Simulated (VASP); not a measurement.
# VMoS3 (Pm-3m) in VASP: further runs, part 2 of 2

VASP 6.6.1. The steps go on from the part before.

## (4) Relaxation of cell and atoms, PBE, collinear spin, ferromagnetic start

This run uses another cell than the first one, of 21.52 Å³/atom, 1.094 times its volume.

File INCAR:

```
SYSTEM = VMoS3
PREC = Normal
ENCUT = 520
EDIFF = 1E-4
ISMEAR = 0
SIGMA = 0.15
LREAL = .FALSE.
LASPH = .TRUE.
NELM = 60
ALGO = Fast
ISIF = 3
LWAVE = .FALSE.
LCHARG = .FALSE.
ISPIN = 2
MAGMOM = 2 1 0 0 0
LORBIT = 11
LMAXMIX = 4
GGA = PE
IBRION = 2
NSW = 24
EDIFFG = -0.08
```

File KPOINTS:

```
Automatic mesh
0
G
  3 3 3
  0 0 0
```

File POSCAR:

```
VMoS3
1.0
    4.7561393800      0.0000000000      0.0000000000
    0.0000000000      4.7561393800      0.0000000000
    0.0000000000      0.0000000000      4.7561393800
V Mo S
1 1 3
Direct
    0.5000000000      0.5000000000      0.5000000000
    0.0000000000      0.0000000000      0.0000000000
    0.0000000000      0.5000000000      0.5000000000
    0.5000000000      0.0000000000      0.5000000000
    0.5000000000      0.5000000000      0.0000000000
```

Potentials or basis: VASP PAW PBE potentials, release 64 (V_sv, Mo_sv, S).

The run is started by

```console
cat potpaw_PBE.64/V_sv/POTCAR potpaw_PBE.64/Mo_sv/POTCAR potpaw_PBE.64/S/POTCAR > POTCAR
mpirun -np 1 vasp_std > vasp.out
```

OUTCAR:

```text
SYSTEM = VMoS3
   PREC = Normal
   ENCUT = 520
   EDIFF = 1E-4
   ISMEAR = 0
   LREAL = .FALSE.
   LASPH = .TRUE.
   NELM = 60
   ISIF = 3
   ISPIN = 2
   LORBIT = 11
   GGA = PE
   IBRION = 2
   NSW = 24
   EDIFFG = -0.08

 ion  position               nearest neighbor table
   1  0.500  0.500  0.500-   3 2.38   4 2.38   5 2.38   5 2.38   4 2.38   3 2.38
   2  0.000  0.000  0.000-
   3  0.000  0.500  0.500-   1 2.38   1 2.38
   4  0.500  0.000  0.500-   1 2.38   1 2.38
   5  0.500  0.500  0.000-   1 2.38   1 2.38

  LATTYP: Found a simple cubic cell.
 ALAT       =     4.7561393800

  Lattice vectors:

 A1 = (   4.7561393800,   0.0000000000,   0.0000000000)
 A2 = (   0.0000000000,   4.7561393800,   0.0000000000)
 A3 = (   0.0000000000,   0.0000000000,   4.7561393800)

Analysis of symmetry for initial positions (statically):
=====================================================================
 Subroutine PRICEL returns:
 Original cell was already a primitive cell.

 Routine SETGRP: Setting up the symmetry group for a
 simple cubic supercell.

 Subroutine GETGRP returns: Found 48 space group operations
 (whereof 48 operations were pure point group operations)
 out of a pool of 48 trial point group operations.

The static configuration has the point symmetry O_h .

Analysis of symmetry for dynamics (positions and initial velocities):
=====================================================================
 Subroutine PRICEL returns:
 Original cell was already a primitive cell.

 Routine SETGRP: Setting up the symmetry group for a
 simple cubic supercell.

 Subroutine GETGRP returns: Found 48 space group operations
 (whereof 48 operations were pure point group operations)
 out of a pool of 48 trial point group operations.

The dynamic configuration has the point symmetry O_h .

Analysis of structural, dynamic, and magnetic symmetry:
=====================================================================
 Subroutine PRICEL returns:
 Original cell was already a primitive cell.

 Routine SETGRP: Setting up the symmetry group for a
 simple cubic supercell.

 Subroutine GETGRP returns: Found 48 space group operations
 (whereof 48 operations were pure point group operations)
 out of a pool of 48 trial point group operations.

The overall configuration has the point symmetry O_h .

 Subroutine INISYM returns: Found 48 space group operations
 (whereof 48 operations are pure point group operations),
 and found     1 'primitive' translations

----------------------------------------------------------------------------------------

                                     Primitive cell

  volume of cell :     107.5880

  direct lattice vectors                    reciprocal lattice vectors
     4.756139380  0.000000000  0.000000000     0.210254562  0.000000000  0.000000000
     0.000000000  4.756139380  0.000000000     0.000000000  0.210254562  0.000000000
     0.000000000  0.000000000  4.756139380     0.000000000  0.000000000  0.210254562

  length of vectors
     4.756139380  4.756139380  4.756139380     0.210254562  0.210254562  0.210254562

  position of ions in fractional coordinates (direct lattice)
     0.500000000  0.500000000  0.500000000
     0.000000000  0.000000000  0.000000000
[... 39 lines left out ...]
            Coordinates               Weight
  0.000000  0.000000  0.000000      1.000000
  0.333333  0.000000  0.000000      6.000000
  0.333333  0.333333  0.000000     12.000000
  0.333333  0.333333  0.333333      8.000000
   k-points           NKPTS =      4   k-points in BZ     NKDIM =      4   number of bands    NBANDS=     29
   number of dos      NEDOS =    301   number of ions     NIONS =      5
   total plane-waves  NPLWV =  21952
   dimension x,y,z NGX =    28 NGY =   28 NGZ =   28
   dimension x,y,z NGXF=    56 NGYF=   56 NGZF=   56
   ions per type =               1   1   3
   NGX,Y,Z   is equivalent  to a cutoff of   9.79,  9.79,  9.79 a.u.
   NGXF,Y,Z  is equivalent  to a cutoff of  19.57, 19.57, 19.57 a.u.
 SYSTEM =  VMoS3
   PREC   = normal    normal or accurate (medium, high low for compatibility)
   ISTART =      0    job   : 0-new  1-cont  2-samecut
   ICHARG =      2    charge: 1-file 2-atom 10-const
   ISPIN  =      2    spin polarized calculation?
   LNONCOLLINEAR =      F non collinear calculations
   LSORBIT =      F    spin-orbit coupling
   LASPH  =      T    aspherical Exc in radial PAW
   ENCUT  =  520.0 eV  38.22 Ry    6.18 a.u.   8.84  8.84  8.84*2*pi/ulx,y,z
   NELM   =     60;   NELMIN=  2; NELMDL= -5     # of ELM steps
   EDIFF  = 0.1E-03   stopping-criterion for ELM
   LREAL  =      F    real-space projection
   EDIFFG = -.8E-01   stopping-criterion for IOM
   NSW    =     24    number of steps for IOM
   IBRION =      2    ionic relax: 0-MD 1-quasi-New 2-CG
   NFREE  =      1    steps in history (QN), initial steepest desc. (CG)
   ISIF   =      3    stress and relaxation
   ISYM   =      2    0-nonsym 1-usesym 2-fastsym
   POTIM  = 0.5000    time-step for ionic-motion
   TEBEG  =    0.0;   TEEND  =   0.0 temperature during run
   PSTRESS=    0.0 pullay stress
   NELECT =      45.0000    total number of electrons
   NUPDOWN=      -1.0000    fix difference up-down
   EMIN   =  10.00;   EMAX   =-10.00  energy-range for DOS
   EFERMI =   0.00;   METHOD = LEGACY
   ISMEAR =     0;   SIGMA  =   0.15  broadening in eV -4-tet -1-fermi 0-gaus
   EFERMI_NEDOS =   21; number of points for ismear=-14 and -15
   IALGO  =     68    algorithm
   IMIX   =      4    mixing-type and parameters
     AMIX     =   0.40;   BMIX     =  1.00
     AMIX_MAG =   1.60;   BMIX_MAG =  1.00
  volume/ion in A,a.u.               =      21.52       145.21
  Fermi-wavevector in a.u.,A,eV,Ry     =   1.224309  2.313609 20.394220  1.498933
  Thomas-Fermi vector in A             =   2.359388
   LORBIT       =     11    0 simple, 1 ext, 2 COOP (PROOUT), +10 PAW based schemes
   GGA     = PE    functional components
   LHFCALC =     F    Hartree Fock is set to
   AEXX    =    0.0000 exact exchange contribution
   IVDW    =     0    specifies the selected vdW correction
   LEPSILON=     F    determine dielectric tensor
   LRPA    =     F    only Hartree local field effects (RPA)
 conjugate gradient relaxation of ions
 spin polarized calculation
 RMM-DIIS sequential band-by-band and
 Gauss-broadening in eV      SIGMA  =   0.15
  energy-cutoff  :      520.00
  volume of cell :      107.59
 maximum number of plane-waves:      2945
   NGX = 17   NGY = 17   NGZ = 17

--------------------------------------- Ionic step        1  -------------------------------------------

 number of electron      44.9999918 magnetization       4.3262847

 Free energy of the ion-electron system (eV)
  ---------------------------------------------------
  ext. energy  EPLUGINS =         0.00000000
  ---------------------------------------------------
  free energy    TOTEN  =       -30.11070672 eV

  energy without entropy =      -30.03303283  energy(sigma->0) =      -30.07186978

 E-fermi :   5.2973     XC(G=0):  -9.9625

 val. band max:        5.2662196428   @ k =   0.0000   0.0000   0.0000
 cond. band min:       5.3030688588   @ k =   0.3333   0.0000   0.0000
 fundamental gap:      0.0368492160
 Fermi energy:         5.2972856308

 spin component 1

 k-point     1 :       0.0000    0.0000    0.0000
  band No.  band energies     occupation
      1     -60.2122      1.00000
      2     -56.8273      1.00000
      3     -34.0381      1.00000
      4     -34.0381      1.00000
      5     -34.0381      1.00000
      6     -31.0051      1.00000
[... 325 lines left out ...]
--------------------------------------- Ionic step        3  -------------------------------------------

 number of electron      45.0000089 magnetization       4.3262805

 Free energy of the ion-electron system (eV)
  ---------------------------------------------------
  ext. energy  EPLUGINS =         0.00000000
  ---------------------------------------------------
  free energy    TOTEN  =       -30.49221127 eV

  energy without entropy =      -30.41896826  energy(sigma->0) =      -30.45558977

 E-fermi :   6.8244     XC(G=0): -10.5643

 val. band max:        6.7369386699   @ k =   0.0000   0.0000   0.0000
 cond. band min:       6.8349544407   @ k =   0.3333   0.0000   0.0000
 fundamental gap:      0.0980157708
 Fermi energy:         6.8243724696

 spin component 1

 k-point     1 :       0.0000    0.0000    0.0000
  band No.  band energies     occupation
      1     -58.6345      1.00000
      2     -55.4597      1.00000
      3     -32.5053      1.00000
      4     -32.5053      1.00000
      5     -32.5053      1.00000
      6     -29.6327      1.00000
[... 280 lines left out ...]
  FREE ENERGIE OF THE ION-ELECTRON SYSTEM (eV)
  ---------------------------------------------------
  free  energy   TOTEN  =       -30.4922112690 eV

  energy  without entropy=      -30.4189682644  energy(sigma->0) =      -30.45558977

 reached required accuracy - stopping structural energy minimisation

 total charge

# of ion       s       p       d       tot
------------------------------------------
    1        2.254   6.277   3.099  11.629
    2        2.134   5.996   3.768  11.899
    3        1.355   2.360   0.000   3.714
    4        1.355   2.360   0.000   3.714
    5        1.355   2.360   0.000   3.714
--------------------------------------------------
tot          8.452  19.351   6.867  34.671

 magnetization (x)

# of ion       s       p       d       tot
------------------------------------------
    1        0.013   0.010   0.857   0.879
    2        0.072   0.022   3.281   3.374
    3        0.001  -0.150   0.000  -0.149
    4        0.001  -0.150   0.000  -0.149
    5        0.001  -0.150   0.000  -0.149
--------------------------------------------------
tot          0.088  -0.420   4.137   3.805
```

Wall time 64 s (1 thread of Intel Xeon Platinum 8259CL at 2.50GHz (Skylake/Cascade Lake), shared host); peak memory 0.19 GiB.

Results:

* Free energy: -30.4922 eV
* Relaxed volume: 18.98 Å³/atom
* Relaxed cell: a = 4.561 Å, b = 4.561 Å, c = 4.561 Å, α = 90.00°, β = 90.00°, γ = 90.00°
* Space group after relaxing (to 0.05 Å): Pm-3m (No. 221)
* Energy gained by relaxing: 76.3 meV/atom
* Ionic steps: 3
* Pressure after relaxing: 0.3 GPa
* Net moment: 4.33 μB per cell
* Site moments: V +0.88; Mo +3.37; S -0.15 μB
* Valence electrons inside the program's atomic spheres: V 11.63; Mo 11.90; S 3.71

Step by step:
```tsv
step	energy change (eV)	largest force (eV/Å)	pressure (GPa)	volume (Å³)
1	0.0000	0.0000	-8.94	107.59
2	-0.3084	0.0000	4.90	89.95
3	-0.3815	0.0000	0.28	94.90
```

Final structure:
```yaml
crystal:
  lattice:
    - [4.56137, 0.00000, 0.00000]
    - [0.00000, 4.56137, 0.00000]
    - [0.00000, 0.00000, 4.56137]
  atoms:
    - { symbol: V, position: [0.50000, 0.50000, 0.50000] }
    - { symbol: Mo, position: [0.00000, 0.00000, 0.00000] }
    - { symbol: S, position: [0.00000, 0.50000, 0.50000] }
    - { symbol: S, position: [0.50000, 0.00000, 0.50000] }
    - { symbol: S, position: [0.50000, 0.50000, 0.00000] }
```

Levels at points of the mesh, in eV from the Fermi level:
Spin up:
```
           k point  band 20  band 21  band 22  band 23  band 24  band 25  band 26  band 27  band 28  band 29
(0.00, 0.00, 0.00)    -1.72    -1.72    -1.72    -0.90    -0.90    -0.90    -0.79    -0.79    -0.79    -0.09
```
Spin down:
```csv
k point,band 16,band 17,band 18,band 19,band 20,band 21,band 22,band 23,band 24,band 25
"(0.00, 0.00, 0.00)",-1.96,-1.96,-0.88,-0.88,-0.88,-0.83,-0.83,-0.83,0.17,0.17
```

Caveat: the k mesh is coarse (spacing up to 0.44 Å⁻¹), so the values aren't converged; the bands computed are all filled at some k points, so no gap is given; the relaxation stopped at a loose force limit of 0.08 eV/Å, so its end isn't a converged minimum.
